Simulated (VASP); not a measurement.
# Ti2RuC3 (Immm) in VASP: density of states with PBE

Aim: the density of states of Ti2RuC3 with PBE.

Program: VASP 6.6.1. These are calculated values, not measurements. Logs are shortened: lines on timing, memory, paths and dates and some standing lists are left out, and cuts for length are marked.

### 1 The crystal as given

The structure is orthorhombic, space group Immm (No. 71). The conventional cell has a = 3.089 Å, b = 4.340 Å, c = 8.966 Å, α = 90.00°, β = 90.00°, γ = 90.00°. Ti (site symmetry mm2) has 6 C at 2.13 to 2.17 Å as nearest neighbours. Ru (site symmetry mmm) is surrounded by 6 C at 2.16 to 2.17 Å. Around C (site symmetry mm2) lie 4 Ti at 2.13 to 2.17 Å and 2 Ru at 2.16 Å. C (site symmetry mmm) has 4 Ti at 2.16 Å and 2 Ru at 2.17 Å as nearest neighbours.

The cell was built by a generator and needn't be a form met in nature.

### 2 Density of states, PBE

POSCAR

```
Ti2RuC3
1.0
   -1.5444400000      2.1700000000      4.4829000000
    1.5444400000     -2.1700000000      4.4829000000
    1.5444400000      2.1700000000     -4.4829000000
Ti Ru C
2 1 3
Direct
    0.3318780000      0.3318780000      0.0000000000
    0.6681220000      0.6681220000      0.0000000000
    0.0000000000      0.0000000000      0.0000000000
    0.1687670000      0.6687670000      0.5000000000
    0.8312330000      0.3312330000      0.5000000000
    0.5000000000      0.0000000000      0.5000000000
```

INCAR.step1

```
ALGO = Fast
EDIFF = 1E-7
ENCUT = 520
GGA = PE
ISIF = 2
ISMEAR = 0
KPAR = 8
LASPH = T
LCHARG = T
LMAXMIX = 4
LREAL = F
LWAVE = F
NBANDS = 34
NELM = 100
PREC = Accurate
SIGMA = 0.1
```

KPOINTS.step1

```
k-points
0
Gamma
  12 12 12
```

INCAR.step2

```
ALGO = Fast
EDIFF = 1E-7
ENCUT = 520
GGA = PE
ICHARG = 11
ISIF = 2
ISMEAR = -5
KPAR = 8
LASPH = T
LCHARG = F
LMAXMIX = 4
LORBIT = 11
LREAL = F
LWAVE = F
NBANDS = 34
NEDOS = 2001
NELM = 100
PREC = Accurate
SIGMA = 0.1
```

KPOINTS.step2

```
k-points
0
Gamma
  18 18 18
```

Potentials or basis: VASP PAW PBE potentials, release 64 (Ti_sv, Ru_pv, C).

On the command line:

```
> cat potpaw_PBE.64/Ti_sv/POTCAR potpaw_PBE.64/Ru_pv/POTCAR potpaw_PBE.64/C/POTCAR > POTCAR
> cp INCAR.step1 INCAR
> cp KPOINTS.step1 KPOINTS
> mpirun -np 8 vasp_std > vasp.out
> cp INCAR.step2 INCAR
> cp KPOINTS.step2 KPOINTS
> mpirun -np 8 vasp_std > vasp.out
```

OUTCAR:

```text
EDIFF = 1E-7
   ENCUT = 520
   GGA = PE
   ICHARG = 11
   ISIF = 2
   ISMEAR = -5
   LASPH = T
   LORBIT = 11
   LREAL = F
   NELM = 100
   PREC = Accurate

 ion  position               nearest neighbor table
   1  0.332  0.332  0.000-   4 2.13   4 2.13   6 2.16   6 2.16   5 2.17   5 2.17   3 2.98   3 3.06
                             3 3.06   3 3.06   3 3.06
   2  0.668  0.668  0.000-   5 2.13   5 2.13   6 2.16   6 2.16   4 2.17   4 2.17   3 2.98   3 3.06
                             3 3.06   3 3.06   3 3.06
   3  0.000  0.000  0.000-   4 2.16   5 2.16   4 2.16   5 2.16   6 2.17   6 2.17   2 2.98   1 2.98
                             1 3.06   2 3.06   2 3.06   1 3.06   2 3.06   1 3.06   2 3.06   1 3.06
   4  0.169  0.669  0.500-   1 2.13   1 2.13   3 2.16   3 2.16   2 2.17   2 2.17
   5  0.831  0.331  0.500-   2 2.13   2 2.13   3 2.16   3 2.16   1 2.17   1 2.17
   6  0.500  0.000  0.500-   2 2.16   1 2.16   2 2.16   1 2.16   3 2.17   3 2.17

  LATTYP: Found a body centered orthorhombic cell.
 ALAT       =     3.0888800000
 B/A-ratio  =     1.4050400145
 C/A-ratio  =     2.9026054751

  Lattice vectors:

 A1 = (  -1.5444400000,   2.1700000000,   4.4829000000)
 A2 = (   1.5444400000,  -2.1700000000,   4.4829000000)
 A3 = (   1.5444400000,   2.1700000000,  -4.4829000000)

Analysis of symmetry for initial positions (statically):
=====================================================================
 Subroutine PRICEL returns:
 Original cell was already a primitive cell.

 Routine SETGRP: Setting up the symmetry group for a
 body centered orthorhombic supercell.

 Subroutine GETGRP returns: Found  8 space group operations
 (whereof  8 operations were pure point group operations)
 out of a pool of  8 trial point group operations.

The static configuration has the point symmetry D_2h.

Analysis of symmetry for dynamics (positions and initial velocities):
=====================================================================
 Subroutine PRICEL returns:
 Original cell was already a primitive cell.

 Routine SETGRP: Setting up the symmetry group for a
 body centered orthorhombic supercell.

 Subroutine GETGRP returns: Found  8 space group operations
 (whereof  8 operations were pure point group operations)
 out of a pool of  8 trial point group operations.

The dynamic configuration has the point symmetry D_2h.

 Subroutine INISYM returns: Found  8 space group operations
 (whereof  8 operations are pure point group operations),
 and found     1 'primitive' translations

----------------------------------------------------------------------------------------

                                     Primitive cell

  volume of cell :      60.0966

  direct lattice vectors                    reciprocal lattice vectors
    -1.544440000  2.170000000  4.482900000     0.000000000  0.230414747  0.111534944
     1.544440000 -2.170000000  4.482900000     0.323741939  0.000000000  0.111534944
     1.544440000  2.170000000 -4.482900000     0.323741939  0.230414747  0.000000000

  length of vectors
     5.214459447  5.214459447  5.214459447     0.255990232  0.342416248  0.397366076

  position of ions in fractional coordinates (direct lattice)
     0.331878000  0.331878000  0.000000000
     0.668122000  0.668122000  0.000000000
     0.000000000  0.000000000  0.000000000
     0.168767000  0.668767000  0.500000000
     0.831233000  0.331233000  0.500000000
     0.500000000  0.000000000  0.500000000

  ion indices of the primitive-cell ions
   primitive index   ion index
                 1           1
                 2           2
                 3           3
                 4           4
                 5           5
                 6           6

----------------------------------------------------------------------------------------

 KPOINTS: k-points

Automatic generation of k-mesh.
 Grid dimensions read from file:
 generate k-points for:   18   18   18

 Generating k-lattice:

  Cartesian coordinates                     Fractional coordinates (reciprocal lattice)
     0.000000000  0.012800819  0.006196386     0.055555556  0.000000000  0.000000000
     0.017985663  0.000000000  0.006196386     0.000000000  0.055555556  0.000000000
     0.017985663  0.012800819  0.000000000     0.000000000  0.000000000  0.055555556

  Length of vectors
     0.014221680  0.019023125  0.022075893

  Shift w.r.t. Gamma in fractional coordinates (k-lattice)
     0.000000000  0.000000000  0.000000000

 TETIRR: Found  14670 inequivalent tetrahedra from    34992

 Subroutine IBZKPT returns following result:
 ===========================================

 Found    865 irreducible k-points:

 Following reciprocal coordinates:
            Coordinates               Weight
  0.000000  0.000000  0.000000      1.000000
  0.055556 -0.000000  0.000000      4.000000
  0.111111 -0.000000  0.000000      4.000000
  0.166667 -0.000000  0.000000      4.000000
  0.222222 -0.000000  0.000000      4.000000
  0.277778  0.000000  0.000000      4.000000
[... 16 lines left out ...]
 -0.333333  0.055556 -0.000000      8.000000
 -0.277778  0.055556  0.000000      8.000000
 [... further k-points ...]
   k-points           NKPTS =    865   k-points in BZ     NKDIM =    865   number of bands    NBANDS=     34
   number of dos      NEDOS =   2001   number of ions     NIONS =      6
   total plane-waves  NPLWV =  64000
   dimension x,y,z NGX =    40 NGY =   40 NGZ =   40
   dimension x,y,z NGXF=    80 NGYF=   80 NGZF=   80
   ions per type =               2   1   3
   NGX,Y,Z   is equivalent  to a cutoff of  12.75, 12.75, 12.75 a.u.
   NGXF,Y,Z  is equivalent  to a cutoff of  25.51, 25.51, 25.51 a.u.
 SYSTEM =  unknown system
   PREC   = accura    normal or accurate (medium, high low for compatibility)
   ISTART =      0    job   : 0-new  1-cont  2-samecut
   ICHARG =     11    charge: 1-file 2-atom 10-const
   ISPIN  =      1    spin polarized calculation?
   LNONCOLLINEAR =      F non collinear calculations
   LSORBIT =      F    spin-orbit coupling
   LASPH  =      T    aspherical Exc in radial PAW
   ENCUT  =  520.0 eV  38.22 Ry    6.18 a.u.   9.70  9.70  9.70*2*pi/ulx,y,z
   NELM   =    100;   NELMIN=  2; NELMDL=  0     # of ELM steps
   EDIFF  = 0.1E-06   stopping-criterion for ELM
   LREAL  =      F    real-space projection
   EDIFFG = 0.1E-05   stopping-criterion for IOM
   NSW    =      0    number of steps for IOM
   IBRION =     -1    ionic relax: 0-MD 1-quasi-New 2-CG
   NFREE  =      0    steps in history (QN), initial steepest desc. (CG)
   ISIF   =      2    stress and relaxation
   ISYM   =      2    0-nonsym 1-usesym 2-fastsym
   POTIM  = 0.5000    time-step for ionic-motion
   TEBEG  =    0.0;   TEEND  =   0.0 temperature during run
   PSTRESS=    0.0 pullay stress
   NELECT =      50.0000    total number of electrons
   NUPDOWN=      -1.0000    fix difference up-down
   EMIN   =  10.00;   EMAX   =-10.00  energy-range for DOS
   EFERMI =   0.00;   METHOD = LEGACY
   ISMEAR =    -5;   SIGMA  =   0.10  broadening in eV -4-tet -1-fermi 0-gaus
   EFERMI_NEDOS =   21; number of points for ismear=-14 and -15
   IALGO  =     68    algorithm
   IMIX   =      4    mixing-type and parameters
     AMIX     =   0.40;   BMIX     =  1.00
     AMIX_MAG =   1.60;   BMIX_MAG =  1.00
  volume/ion in A,a.u.               =      10.02        67.59
  Fermi-wavevector in a.u.,A,eV,Ry     =   1.539743  2.909692 32.256806  2.370808
  Thomas-Fermi vector in A             =   2.645928
   LORBIT       =     11    0 simple, 1 ext, 2 COOP (PROOUT), +10 PAW based schemes
   GGA     = PE    functional components
   LHFCALC =     F    Hartree Fock is set to
   AEXX    =    0.0000 exact exchange contribution
   IVDW    =     0    specifies the selected vdW correction
   LEPSILON=     F    determine dielectric tensor
   LRPA    =     F    only Hartree local field effects (RPA)
 non-spin polarized calculation
 RMM-DIIS sequential band-by-band and
 Fermi weights with tetrahedron method with Bloechl corrections
  energy-cutoff  :      520.00
  volume of cell :       60.10
 maximum number of plane-waves:      1644

 number of electron      49.9999996 magnetization

 Free energy of the ion-electron system (eV)
  ---------------------------------------------------
  ext. energy  EPLUGINS =         0.00000000
  ---------------------------------------------------
  free energy    TOTEN  =       -54.18130635 eV

  energy without entropy =      -54.18130635  energy(sigma->0) =      -54.18130635

 E-fermi :  10.6077     XC(G=0): -13.0817

 val. band max:       10.6367614117   @ k =  -0.1667  -0.3333   0.1667
 cond. band min:      10.5759818169   @ k =  -0.2778  -0.4444   0.2778
 fundamental gap:     -0.0607795949
 Fermi energy:        10.6077258186

 k-point     1 :       0.0000    0.0000    0.0000
  band No.  band energies     occupation
      1     -46.3855      2.00000
      2     -46.3172      2.00000
      3     -32.8920      2.00000
      4     -32.8799      2.00000
      5     -32.7434      2.00000
      6     -22.8143      2.00000
[... 26 lines left out ...]
     33      13.1036      0.00000
     34      14.0394      0.00000

 k-point     2 :       0.0556   -0.0000    0.0000
  band No.  band energies     occupation
      1     -46.3850      2.00000
      2     -46.3176      2.00000
      3     -32.8920      2.00000
      4     -32.8799      2.00000
      5     -32.7434      2.00000
      6     -22.8146      2.00000
[... 26 lines left out ...]
     33      13.1009      0.00000
     34      14.1105      0.00000

 k-point     3 :       0.1111   -0.0000    0.0000
  band No.  band energies     occupation
      1     -46.3836      2.00000
      2     -46.3191      2.00000
      3     -32.8920      2.00000
      4     -32.8801      2.00000
      5     -32.7434      2.00000
      6     -22.8159      2.00000
[... 26 lines left out ...]
     33      13.1214      0.00000
     34      13.7793      0.00000

 k-point     4 :       0.1667   -0.0000    0.0000
  band No.  band energies     occupation
      1     -46.3812      2.00000
      2     -46.3215      2.00000
      3     -32.8920      2.00000
      4     -32.8802      2.00000
      5     -32.7433      2.00000
      6     -22.8187      2.00000
[... 26 lines left out ...]
     33      13.2054      0.00000
     34      13.7569      0.00000

 k-point     5 :       0.2222   -0.0000    0.0000
  band No.  band energies     occupation
      1     -46.3780      2.00000
      2     -46.3247      2.00000
      3     -32.8919      2.00000
      4     -32.8804      2.00000
      5     -32.7433      2.00000
      6     -22.8230      2.00000
[... 621 lines left out ...]
 k-point    22 :      -0.3889    0.0556    0.0000
  band No.  band energies     occupation
      1     -46.3651      2.00000
      2     -46.3364      2.00000
      3     -32.8913      2.00000
      4     -32.8806      2.00000
      5     -32.7478      2.00000
      6     -22.8351      2.00000
[... 26 lines left out ...]
     33      13.8943      0.00000
     34      15.2706      0.00000

 k-point    23 :      -0.3333    0.0556   -0.0000
  band No.  band energies     occupation
      1     -46.3696      2.00000
      2     -46.3319      2.00000
      3     -32.8914      2.00000
      4     -32.8804      2.00000
      5     -32.7478      2.00000
      6     -22.8312      2.00000
[... 26 lines left out ...]
     33      13.8415      0.00000
     34      15.1915      0.00000

 k-point    24 :      -0.2778    0.0556    0.0000
  band No.  band energies     occupation
      1     -46.3739      2.00000
      2     -46.3275      2.00000
      3     -32.8914      2.00000
      4     -32.8802      2.00000
      5     -32.7478      2.00000
      6     -22.8266      2.00000
[... 26 lines left out ...]
     33      13.7665      0.00000
     34      14.6159      0.00000

 [... further k-points ...]

------------------------ aborting loop because EDIFF is reached ----------------------------------------

  FORCE on cell =-STRESS in cart. coord.  units (eV):
  Direction    XX          YY          ZZ          XY          YZ          ZX
  --------------------------------------------------------------------------------------
  -------------------------------------------------------------------------------------
  Total        0.1041473      0.1475324      0.1041490      0.0000000      0.0000000      0.0000000
  in kB        2.7765706      3.9332204      2.7766172      0.0000000      0.0000000      0.0000000
  external PRESSURE =       3.1621361 kB  Pullay stress =       0.0000000 kB

 VOLUME and BASIS-vectors are now :
 -----------------------------------------------------------------------------
  energy-cutoff  :      520.00
  volume of cell :       60.10
      direct lattice vectors                 reciprocal lattice vectors
    -1.544440000  2.170000000  4.482900000     0.000000000  0.230414747  0.111534944
     1.544440000 -2.170000000  4.482900000     0.323741939  0.000000000  0.111534944
     1.544440000  2.170000000 -4.482900000     0.323741939  0.230414747  0.000000000

 POSITION                                       TOTAL-FORCE (eV/Angst)
 -----------------------------------------------------------------------------------
      0.00000      0.00000      2.97555         0.000000      0.000000      0.026271
      0.00000      0.00000      5.99025        -0.000000     -0.000000     -0.026271
      0.00000      0.00000      0.00000         0.000000      0.000000      0.000000
      1.54444      0.00000      1.51313        -0.000000      0.000000     -0.017166
      0.00000      2.17000      2.96977         0.000000     -0.000000      0.017166
      0.00000      2.17000      0.00000         0.000000      0.000000      0.000000
 -----------------------------------------------------------------------------------
    total drift:                               -0.000000     -0.000000      0.000000

  FREE ENERGIE OF THE ION-ELECTRON SYSTEM (eV)
  ---------------------------------------------------
  free  energy   TOTEN  =       -54.1813063473 eV

  energy  without entropy=      -54.1813063473  energy(sigma->0) =      -54.18130635

 total charge

# of ion       s       p       d       tot
------------------------------------------
    1        2.195   6.243   1.988  10.425
    2        2.195   6.243   1.988  10.425
    3        0.329   6.347   5.973  12.649
    4        0.890   1.493   0.000   2.383
    5        0.890   1.493   0.000   2.383
    6        0.885   1.493   0.000   2.378
--------------------------------------------------
tot          7.383  23.311   9.949  40.643
```

It took 11 min on 8 MPI ranks of Intel Xeon 6975P-C (Granite Rapids), shared host; peak memory 1.5 GiB.

Results:

```
Valence electrons inside the program's atomic spheres : Ti 10.43; Ru 12.65; C 2.38
```

States per cell in windows of 0.5 eV (zero at the Fermi level; states under -8 eV left out):
```
from (eV)  total  Ru3_d  Ti1_d  Ti2_d  C6_p  C4_p  C5_p
     -8.0   0.00   0.00   0.00   0.00  0.00  0.00  0.00
     -7.5   0.01   0.00   0.00   0.00  0.00  0.00  0.00
     -7.0   0.30   0.05   0.01   0.01  0.02  0.02  0.02
     -6.5   0.75   0.14   0.03   0.03  0.05  0.05  0.05
     -6.0   1.65   0.41   0.06   0.06  0.13  0.10  0.10
     -5.5   1.55   0.43   0.05   0.05  0.11  0.10  0.10
     -5.0   2.68   0.86   0.11   0.11  0.14  0.20  0.20
     -4.5   2.95   0.77   0.18   0.18  0.16  0.21  0.21
     -4.0   2.19   0.50   0.22   0.22  0.13  0.16  0.16
     -3.5   2.26   0.26   0.33   0.33  0.21  0.16  0.16
     -3.0   1.76   0.18   0.26   0.26  0.18  0.13  0.13
     -2.5   1.24   0.22   0.16   0.16  0.10  0.10  0.10
     -2.0   0.70   0.16   0.07   0.07  0.05  0.06  0.06
     -1.5   0.91   0.30   0.09   0.09  0.05  0.06  0.06
     -1.0   1.28   0.49   0.11   0.11  0.07  0.07  0.07
     -0.5   1.86   0.92   0.17   0.17  0.09  0.07  0.07
      0.0   1.58   0.66   0.16   0.16  0.08  0.08  0.08
      0.5   1.00   0.24   0.19   0.19  0.05  0.05  0.05
      1.0   1.60   0.30   0.43   0.43  0.04  0.05  0.05
      1.5   2.35   0.37   0.73   0.73  0.04  0.06  0.06
      2.0   2.66   0.28   0.85   0.85  0.09  0.08  0.08
      2.5   3.29   0.24   1.09   1.09  0.12  0.12  0.12
      3.0   3.31   0.16   1.11   1.11  0.14  0.14  0.14
      3.5   1.13   0.17   0.26   0.26  0.08  0.06  0.06
      4.0   1.00   0.23   0.17   0.17  0.07  0.05  0.05
      4.5   0.20   0.04   0.03   0.03  0.02  0.01  0.01
      5.0   0.06   0.01   0.01   0.01  0.01  0.00  0.00
      5.5   0.00   0.00   0.00   0.00  0.00  0.00  0.00
      6.0   0.00   0.00   0.00   0.00  0.00  0.00  0.00
      6.5   0.00   0.00   0.00   0.00  0.00  0.00  0.00
      7.0   0.00   0.00   0.00   0.00  0.00  0.00  0.00
      7.5   0.00   0.00   0.00   0.00  0.00  0.00  0.00
```

Caveat: tetrahedron occupations give inexact forces and stress in metals.
